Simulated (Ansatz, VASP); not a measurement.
Two plane-wave programs on Al3GaSb4

Contents of INCAR:

```
SYSTEM = Al3GaSb4
ALGO = Normal
EDIFF = 1E-6
ENCUT = 520
GGA = PE
ISIF = 2
ISMEAR = 0
LASPH = .TRUE.
LCHARG = .FALSE.
LREAL = .FALSE.
LWAVE = .FALSE.
NBANDS = 31
NELM = 80
PREC = Accurate
SIGMA = 0.1
```

KPOINTS

```
k-points
0
G
  4 4 1
  0 0 0
```

Contents of POSCAR:

```
Al3GaSb4
1.0
    4.4053918000      0.0000000000      0.0000000000
    0.0000000000      4.4053918000      0.0000000000
    0.0000000000      0.0000000000     12.4130484000
Al Ga Sb
3 1 4
Direct
    0.5000000000      0.5000000000      0.2494940000
    0.0000000000      0.0000000000      0.5000000000
    0.5000000000      0.5000000000      0.7505060000
    0.0000000000      0.0000000000      0.0000000000
    0.5000000000      0.0000000000      0.3747430000
    0.0000000000      0.5000000000      0.6252570000
    0.5000000000      0.0000000000      0.8752770000
    0.0000000000      0.5000000000      0.1247230000
```

Input for Ansatz:

```yaml
crystal:
  lattice:
    - [4.4053918, 0.0, 0.0]
    - [0.0, 4.4053918, 0.0]
    - [0.0, 0.0, 12.4130484]
  atoms:
    - { symbol: Al, position: [0.5, 0.5, 0.249494] }
    - { symbol: Al, position: [0.0, 0.0, 0.5] }
    - { symbol: Al, position: [0.5, 0.5, 0.750506] }
    - { symbol: Ga, position: [0.0, 0.0, 0.0] }
    - { symbol: Sb, position: [0.5, 0.0, 0.374743] }
    - { symbol: Sb, position: [0.0, 0.5, 0.625257] }
    - { symbol: Sb, position: [0.5, 0.0, 0.875277] }
    - { symbol: Sb, position: [0.0, 0.5, 0.124723] }
basis:
  ecutwfc: 420
kpoints:
  mp_grid: { grid: [4, 4, 1] }
hamiltonian:
  xc: pbe
scf:
  occupations: { method: gaussian, width: 0.1 }
  lower_state_search: "off"
output:
  forces: true
  stress: true
  eigenvalues: true
```

Alike in both runs: task single point; functional PBE; k mesh 4 × 4 × 1; occupations gaussian, width 0.1 eV; no spin polarisation.

```csv
,VASP,Ansatz
version,VASP 6.6.1,Ansatz 0.2.0
potentials or method,"VASP PAW PBE potentials, release 64 (Al, Ga_d, Sb)","scalar-relativistic, plane waves, PAW"
plane-wave cutoff (eV),520,420
valence electrons in the cell,42,82
```

Ansatz gave:

* gap on the k mesh at the Fermi level (eV): 0.74
* least direct gap on the mesh (eV): 0.74
* pressure (GPa): 0.0
* largest component of the traceless stress (GPa): 0.45
* rms of the force components (eV/Å): 0.004

Problem. Estimate VASP's values.

Solution. gap on the k mesh at the Fermi level (eV): 0.74; least direct gap on the mesh (eV): 0.74; pressure (GPa): 0.2; largest component of the traceless stress (GPa): 0.45; rms of the force components (eV/Å): 0.001.

Atom by atom the forces differ by 0.003 eV/Å (rms over components). The two sets of potentials don't hold the same shells in valence.

Caveats: the k mesh is coarse (spacing up to 0.51 Å⁻¹), so the values aren't converged; spin-orbit coupling is left out, which moves the levels of the heavy elements; an odd mesh through Γ misses points on the zone boundary, where band edges often lie.
